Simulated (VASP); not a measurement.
Method: optB86b-vdW, VASP's PBE PAW potentials (set 64) (plane waves; VASP).

A VASP calculation is set up with these files.

### INCAR
```
AGGAC  =  0.0
ALGO  =  Normal
EDIFF  =  1E-6
EDIFFG  =  -0.01
ENCUT  =  520
GGA  =  MK
IBRION  =  2
ISIF  =  3
ISMEAR  =  0
LASPH  =  .TRUE.
LCHARG  =  .FALSE.
LREAL  =  .FALSE.
LUSE_VDW  =  .TRUE.
LWAVE  =  .FALSE.
NELM  =  100
NSW  =  60
PARAM1  =  0.1234
PARAM2  =  1.0
PREC  =  Accurate
SIGMA  =  0.05
SYSTEM  =  LiCl
```

**POSCAR**
```
LiCl
1.0
  0.0000000000   2.5467798578   2.5467798578
  2.5467798578   0.0000000000   2.5467798578
  2.5467798578   2.5467798578   0.0000000000
Li Cl
1 1
direct
  0.0000000000   0.0000000000   0.0000000000
  0.5000000000   0.5000000000   0.5000000000
```

**KPOINTS**
```
Automatic mesh
0
Gamma
8 8 8
0 0 0
```

POTCAR, in this order: Li_sv Cl (PBE.64 set). Program: vasp_std.

Output

OUTCAR:
```
 ion  position               nearest neighbor table
   1  0.000  0.000  0.000-   2 2.55   2 2.55   2 2.55   2 2.55   2 2.55   2 2.55
   2  0.500  0.500  0.500-   1 2.55   1 2.55   1 2.55   1 2.55   1 2.55   1 2.55
  LATTYP: Found a face centered cubic cell.
 ALAT       =     5.0935597156
 Subroutine PRICEL returns:
 Original cell was already a primitive cell.
 Subroutine GETGRP returns: Found 48 space group operations
The static configuration has the point symmetry O_h .
The dynamic configuration has the point symmetry O_h .
 Subroutine INISYM returns: Found 48 space group operations
 Subroutine IBZKPT returns following result:
 Found     29 irreducible k-points:

 Following reciprocal coordinates:
            Coordinates               Weight
  0.000000  0.000000  0.000000      1.000000
  0.125000  0.000000  0.000000      8.000000
  0.250000  0.000000  0.000000      8.000000
  0.375000  0.000000  0.000000      8.000000
  0.500000  0.000000  0.000000      4.000000
  0.125000  0.125000  0.000000      6.000000
  0.250000  0.125000  0.000000     24.000000
  0.375000  0.125000  0.000000     24.000000
  0.500000  0.125000  0.000000     24.000000
...
```

### OSZICAR
```
       N       E                     dE             d eps       ncg     rms          rms(c)
DAV:   1     0.467315152711E+02    0.46732E+02   -0.41723E+03   522   0.103E+03
DAV:   2    -0.318108562719E+01   -0.49913E+02   -0.47857E+02   752   0.167E+02
DAV:   3    -0.501253947629E+01   -0.18315E+01   -0.18301E+01   626   0.376E+01
DAV:   4    -0.504398843819E+01   -0.31449E-01   -0.31420E-01   805   0.499E+00
DAV:   5    -0.504430399524E+01   -0.31556E-03   -0.31555E-03   644   0.450E-01    0.231E+00
DAV:   6    -0.497559542554E+01    0.68709E-01   -0.16739E-01   587   0.245E+00    0.164E+00
DAV:   7    -0.497945927991E+01   -0.38639E-02   -0.55877E-02   737   0.159E+00    0.888E-01
DAV:   8    -0.498400303041E+01   -0.45438E-02   -0.96161E-03   555   0.886E-01    0.144E-01
DAV:   9    -0.498398261120E+01    0.20419E-04   -0.44926E-04   697   0.191E-01    0.409E-02
DAV:  10    -0.498405069495E+01   -0.68084E-04   -0.10901E-04   571   0.106E-01    0.136E-02
DAV:  11    -0.498405584809E+01   -0.51531E-05   -0.43096E-06   781   0.244E-02    0.403E-03
DAV:  12    -0.498405669646E+01   -0.84837E-06   -0.52482E-07   541   0.740E-03
   1 F= -.49840567E+01 E0= -.49840567E+01  d E =-.498406E+01
```

OUTCAR:
```
------------------------ aborting loop because EDIFF is reached ----------------------------------------
  FORCE on cell =-STRESS in cart. coord.  units (eV):
  Direction    XX          YY          ZZ          XY          YZ          ZX
  --------------------------------------------------------------------------------------
  Total       -0.0065048     -0.0065048     -0.0065048      0.0000000     -0.0000000      0.0000000
  in kB       -0.3154567     -0.3154567     -0.3154567      0.0000000     -0.0000000      0.0000000
  external PRESSURE =      -0.3154567 kB  Pullay stress =       0.0000000 kB
  volume of cell :       33.04
      direct lattice vectors                 reciprocal lattice vectors
     0.000000000  2.546779858  2.546779858    -0.196326352  0.196326352  0.196326352
     2.546779858  0.000000000  2.546779858     0.196326352 -0.196326352  0.196326352
     2.546779858  2.546779858  0.000000000     0.196326352  0.196326352 -0.196326352
  FREE ENERGIE OF THE ION-ELECTRON SYSTEM (eV)
  ---------------------------------------------------
  free  energy   TOTEN  =        -4.9840566965 eV

  energy  without entropy=       -4.9840566965  energy(sigma->0) =       -4.98405670

 reached required accuracy - stopping structural energy minimisation
```
(Selected blocks of OUTCAR.)

The compound is LiCl in the rock salt structure. It was relaxed first. The start is the result of an earlier pass.
